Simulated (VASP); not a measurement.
Given:

```
S2Si
1.0
   -2.87469     4.91045     2.77435
    2.87469    -4.91045     2.77435
    2.87469     4.91045    -2.77435
Si S
2 4
Direct
  0.74248   0.74611   0.00628
  0.25811   0.25517   0.01458
  0.86542   0.77344   0.65988
  0.12634   0.21066   0.31950
  0.62169   0.31166   0.91928
  0.38596   0.70296   0.08047
```

The numbers are results of PBEsol GGA, VASP's PBE PAW potentials (set 64) (plane waves; VASP 6.6.1), not measurements. Settings: EDIFF = 1E-03, 300 eV cut-off, 4×4×4 Γ-centred mesh, Gaussian smearing of 0.010 eV, potentials Si S.

Problem. The ions are relaxed. What does this cell relax into?

Solution. 
```
S2Si
1.0
   -2.87469     4.91045     2.77435
    2.87469    -4.91045     2.77435
    2.87469     4.91045    -2.77435
Si S
2 4
Direct
  0.74997   0.75072   0.00068
  0.25007   0.24955   0.99949
  0.88341   0.79706   0.68147
  0.11670   0.20265   0.31830
  0.61786   0.30015   0.91693
  0.38198   0.69987   0.08314
```
Space group Ibam (72), at a tolerance of 0.03 Å.

Problem. How much energy does the relaxation gain?

Solution. The energy (σ→0) changes by -68.6 meV/atom, in 20 ionic steps.

The structure comes from a computed database's SiS2 entry; how it stands against other phases isn't given here. In the starting cell atoms are displaced from their ideal sites. This run relaxes the ions in a fixed cell. The run is one of a series of settings (EDIFF = 1E-03, EDIFFG = -0.03, IBRION = 2, NSW = 50 against the base run), some of them coarse on purpose.
